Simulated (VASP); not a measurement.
Input:

```
CELL_PARAMETERS angstrom
      4.50289     0.00000     0.00000
     -2.25145     3.89962     0.00000
      0.00000     0.00000     7.10327
ATOMIC_POSITIONS crystal
  Mg 0.00000 0.00000 0.00000
  Mg 0.33333 0.66667 0.36731
  Mg 0.66667 0.33333 0.63269
  Sb 0.33333 0.66667 0.77587
  Sb 0.66667 0.33333 0.22413
```

The numbers are results of LDA (Ceperley-Alder, Perdew-Zunger), VASP's LDA PAW potentials (set 64) (plane waves; VASP), not measurements. Run with 400 eV cut-off, 6×6×4 Γ-centred mesh, tetrahedra with Blöchl corrections, potentials Mg Sb.

The cores are frozen, which limits the accuracy of field gradients.

Problem. Give the principal components of the electric field gradient (V/Å²) and the asymmetry η at each nucleus.

Solution. 
```tsv
atom	Vxx	Vyy	Vzz	η
Mg1	-0.9	-0.9	1.7	0.00
Mg2	-0.6	-0.6	1.3	0.00
Mg3	-0.6	-0.6	1.3	0.00
Sb4	-20.3	-20.3	40.6	0.00
Sb5	-20.3	-20.3	40.6	0.00
```

The structure comes from a computed database's Mg3Sb2 entry (P-3m1); how it stands against other phases isn't given here. It was relaxed first.
